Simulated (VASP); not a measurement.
Input:

```
ZnSe
1.0
    0.00000     2.78103     2.78103
    2.78103     0.00000     2.78103
    2.78103     2.78103     0.00000
Zn Se
1 1
Direct
  0.00000   0.00000   0.00000
  0.25000   0.25000   0.25000
```

Computed with HSE06 screened hybrid, VASP's PBE PAW potentials (set 64) (plane waves; VASP). Numerical set-up: 520 eV cut-off, 6×6×6 Γ-centred mesh, Gaussian smearing of 0.050 eV, potentials Zn Se.

Task: Estimate the energy per atom (σ→0), pressure, band gap (on the k-mesh) with the smallest direct gap where there is one.

Result: 
```yaml
band gap (on the k-mesh): 2.68 eV
smallest direct gap (on the k-mesh): 2.68 eV
energy per atom (σ→0): -356.7 kJ/mol of atoms
pressure: 5.42 GPa
```

Total energies compare only between runs with the same potentials, cut-off and functional.

The compound is ZnSe in the zinc blende structure. This cell is one point of a volume scan, at 0.91 of the reference volume. The cell's shape comes from a PBE relaxation.
